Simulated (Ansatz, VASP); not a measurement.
B2Pd3: VASP beside Ansatz

Contents of INCAR:

```
SYSTEM = B2Pd3
PREC     = Accurate       ! precision mode
ENCUT    = 520            ! plane-wave cutoff, eV
EDIFF    = 1E-6           ! SCF threshold, eV
ISMEAR   = 0              ! smearing method
SIGMA    = 0.1            ! smearing width, eV
LREAL    = .FALSE.        ! projectors in reciprocal space
LASPH    = .TRUE.         ! aspherical terms in the spheres
NELM     = 60             ! most SCF steps
ALGO     = Normal         ! electronic algorithm
ISIF     = 2              ! what is computed and relaxed
LWAVE    = .FALSE.        ! write WAVECAR
LCHARG   = .FALSE.        ! write CHGCAR
GGA      = PE             ! functional
NBANDS   = 26             ! bands
```

File KPOINTS:

```
regular mesh
0
G
  10 10 10
  0 0 0
```

The input POSCAR:

```
B2Pd3
1.0
    4.0820020274      0.0000000000      0.0000000000
    0.0000000000      4.0820020274      0.0000000000
    0.0000000000      0.0000000000      4.0820020274
B Pd
2 3
Direct
    0.0000000000      0.0000000000      0.0000000000
    0.5000000000      0.5000000000      0.5000000000
    0.0000000000      0.5000000000      0.5000000000
    0.5000000000      0.0000000000      0.5000000000
    0.5000000000      0.5000000000      0.0000000000
```

Input for Ansatz:

```yaml
crystal:
  lattice:
    - [4.0820020274, 0.0, 0.0]
    - [0.0, 4.0820020274, 0.0]
    - [0.0, 0.0, 4.0820020274]
  atoms:
    - { symbol: B, position: [0.0, 0.0, 0.0] }
    - { symbol: B, position: [0.5, 0.5, 0.5] }
    - { symbol: Pd, position: [0.0, 0.5, 0.5] }
    - { symbol: Pd, position: [0.5, 0.0, 0.5] }
    - { symbol: Pd, position: [0.5, 0.5, 0.0] }
basis:
  ecutwfc: 420
kpoints:
  mp_grid: { grid: [10, 10, 10] }
  band_path:
    path:
      - [[0.0, 0.0, 0.0], [0.0, 0.5, 0.0], [0.5, 0.5, 0.0], [0.0, 0.0, 0.0], [0.5, 0.5, 0.5], [0.0, 0.5, 0.0]]
      - [[0.5, 0.5, 0.5], [0.5, 0.5, 0.0]]
    npoints: 14
hamiltonian:
  xc: pbe
scf:
  occupations: { method: gaussian, width: 0.1 }
  n_extra_bands: 12
output:
  forces: true
  stress: true
  eigenvalues: true
  populations: true
  dos: { projected: true, de: 0.02, nscf_kmesh: { grid: [15, 15, 15] } }
  bader: true
  write_density: true
  write_potential: true
  elf: true
  volumetric_format: npy
```

The cell was built by a generator and needn't be a form met in nature.

Alike in both runs: task single point; functional PBE; k mesh 10 × 10 × 10; occupations gaussian, width 0.1 eV; no spin polarisation.

```csv
,VASP,Ansatz
version,VASP 6.6.1,Ansatz 0.2.0
potentials or method,"VASP PAW PBE potentials, release 64 (B, Pd)","scalar-relativistic, plane waves, PAW"
plane-wave cutoff (eV),520,420
valence electrons in the cell,36,60
```

```csv
,VASP,Ansatz,Ansatz less VASP
gap on the k mesh at the Fermi level (eV),none,none,-
pressure (GPa),0.1,0.0,-0.14
```

A gap of «none» marks a metal or a gap that the smearing closes. The two sets of potentials don't hold the same shells in valence.
